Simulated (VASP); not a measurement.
Ga2Ge2Se3:

```
CELL_PARAMETERS angstrom
3.90875 0.00000 0.00000
-1.95437 3.38508 0.00000
0.00000 0.00000 13.28900
ATOMIC_POSITIONS crystal
Ga 0.33333 0.66667 0.40748
Ga 0.00000 0.00000 0.11160
Ge 0.00000 0.00000 0.72481
Ge 0.33333 0.66667 0.79419
Se 0.66667 0.33333 0.48883
Se 0.33333 0.66667 0.22688
Se 0.66667 0.33333 0.01625
```

The cell was built by a generator and needn't be a form met in nature.

| Item | Value |
| --- | --- |
| Program | VASP 6.6.1 |
| Task | relaxation of cell and atoms |
| Functional | PBE |
| Potentials or basis | VASP PAW PBE potentials, release 64 (Ga_d, Ge_d, Se) |
| Cutoff | 520 eV |
| k mesh | 10 × 10 × 4 |
| Occupations | gaussian, width 0.1 eV |
| Spin | no spin polarisation |

At the start: pressure -0.0 GPa; volume 25.12 Å³/atom.

Where does the relaxation end?

Over 35 steps the energy falls by 5.6 meV/atom and the volume is 26.00 Å³/atom (+3.5 %); space group P3m1 (No. 156, to 0.05 Å).

Step by step:
```
step  energy change (eV)  largest force (eV/Å)  pressure (GPa)  volume (Å³)
   1              0.0000                0.3799           -0.05       175.83
   2             -0.0145                0.3140            0.11       175.65
   3             -0.0198                0.2837            0.28       175.47
   4             -0.0294                0.1600            0.18       176.37
   5             -0.0319                0.1167            0.12       177.02
   6             -0.0320                0.1216            0.07       177.18
   7             -0.0334                0.0739            0.02       177.53
   8             -0.0337                0.0664           -0.03       177.83
   9             -0.0341                0.0370            0.05       177.79
  10             -0.0343                0.0327            0.09       177.76
  11             -0.0346                0.0261            0.06       177.93
  12             -0.0354                0.0326            0.02       178.43
  13             -0.0363                0.0739           -0.11       179.42
  14             -0.0357                0.1547           -0.36       181.43
  15             -0.0365                0.0982           -0.24       180.09
  16             -0.0366                0.0996           -0.22       180.14
  17             -0.0370                0.0978           -0.17       180.29
  18             -0.0376                0.0953           -0.12       180.57
  19             -0.0381                0.1112            0.02       181.15
  20             -0.0385                0.0903           -0.01       181.23
  21             -0.0390                0.0535            0.03       181.37
  22             -0.0392                0.0357            0.06       181.66
  23             -0.0392                0.0224            0.10       181.55
  24             -0.0392                0.0259            0.05       181.57
  25             -0.0392                0.0232            0.07       181.56
  26             -0.0393                0.0101            0.05       181.78
  27             -0.0393                0.0162           -0.02       182.17
  28             -0.0393                0.0137           -0.03       182.07
  29             -0.0393                0.0118            0.03       181.92
  30             -0.0393                0.0105           -0.03       182.01
  31             -0.0393                0.0111            0.01       181.97
  32             -0.0393                0.0101           -0.05       181.99
  33             -0.0393                0.0113            0.00       181.98
  34             -0.0393                0.0075           -0.06       181.99
  35             -0.0393                0.0079           -0.05       182.00
```

Final structure:
```
Ga Ge Se
1.0
     3.92383    0.00000    0.00000
    -1.96191    3.39813    0.00000
     0.00000    0.00000   13.64955
Ga Ge Se
2 2 3
Cartesian
  0.0000 2.2654 5.4830
  0.0000 0.0000 1.5446
  0.0000 0.0000 10.0144
  0.0000 2.2654 10.7816
  1.9619 1.1327 6.5856
  0.0000 2.2654 3.1021
  1.9619 1.1327 0.2984
```

Caveat: this functional lacks dispersion, which binds the layers, so the pressure and a relaxed spacing across them are unreliable.
